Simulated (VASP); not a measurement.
Consider the following.

```xyz
2
Lattice="0.0000 1.9970 1.9371 1.9371 0.0000 1.9371 1.9371 1.9970 0.0000" Properties=species:S:1:pos:R:3 pbc="T T T"
Li     0.0000     0.0000     0.0000
H      1.9371     1.9970     1.9371
```

Method: r2SCAN meta-GGA, VASP's PBE PAW potentials (set 64) (plane waves; VASP). Settings: 600 eV cut-off, 10×10×10 Γ-centred mesh, Gaussian smearing of 0.050 eV, potentials Li_sv H.

Q: Give the stress tensor in GPa (positive for a compressed cell).

A: 
```
3.62  0.00  0.00
0.00  0.75  0.00
0.00  0.00  3.62
```
The pressure is its mean diagonal, 2.67 GPa.

The compound is LiH in the rock salt structure. This cell was strained or had an atom moved on purpose.
